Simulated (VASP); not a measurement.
Input:

```
CELL_PARAMETERS angstrom
      0.00000     2.27547     2.27547
      2.27547     0.00000     2.27547
      2.27547     2.27547     0.00000
ATOMIC_POSITIONS crystal
  Ga 0.00000 0.00000 0.00000
  N  0.25000 0.25000 0.25000
```

All values below come from vdW-DF2, VASP's PBE PAW potentials (set 64) (plane waves; VASP 6.6.1). Numerical set-up: 520 eV cut-off, 10×10×10 Γ-centred mesh, Gaussian smearing of 0.050 eV, potentials Ga_d N.

Problem. Predict the energy per atom (σ→0), pressure, band gap (on the k-mesh) with the smallest direct gap where there is one.

Solution. 
```json
{
  "band gap (on the k-mesh)": "1.52 eV",
  "smallest direct gap (on the k-mesh)": "1.52 eV",
  "energy per atom (σ→0)": "-3.315 eV/atom",
  "pressure": "103.1 kbar"
}
```

Total energies compare only between runs with the same potentials, cut-off and functional.

The compound is GaN in the zinc blende structure, a metastable form; wurtzite is the usual one. This cell is one point of a volume scan, at 0.94 of the reference volume.
